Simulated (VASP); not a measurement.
IrSe2, 3 atoms in the cell. It takes space group Fm-3m (No. 225, cubic). Conventional cell: a = 6.467 Å, b = 6.467 Å, c = 6.467 Å, α = 90.00°, β = 90.00°, γ = 90.00°. Ir (site symmetry m-3m) is surrounded by 8 Se at 2.80 Å. Se (site symmetry -43m) is surrounded by 4 Ir at 2.80 Å. The cell was built by a generator and needn't be a form met in nature.

```yaml
Program: VASP 6.6.1
Task: relaxation of cell and atoms
Functional: LDA
Potentials_or_basis: VASP PAW LDA potentials, release 64 (Ir, Se)
Cutoff: 600 eV
k_mesh: 7 × 7 × 7
Occupations: gaussian, width 0.05 eV
Spin: no spin polarisation
Further_INCAR_settings: ALGO = Fast; EDIFF = 1e-06; IBRION = 2; EDIFFG = -0.005; NSW = 40; ISIF = 3
```

Potentials or basis: VASP PAW LDA potentials, release 64 (Ir, Se).

Run with:

```bash
$ cat potpaw_LDA.64/Ir/POTCAR potpaw_LDA.64/Se/POTCAR > POTCAR
$ mpirun -np 1 vasp_std > vasp.out
```

Hardware: 1 thread of Intel(R) Xeon(R) Platinum 8375C CPU @ 2.90GHz (Ice Lake) (shared host).

Question: Estimate the wall time of this run.

Answer: Wall time 2.2 min on 1 thread of Intel(R) Xeon(R) Platinum 8375C CPU @ 2.90GHz (Ice Lake), on a shared host, peak memory 0.22 GiB. Counts: scf iterations 69, k points 20, ion steps 7.
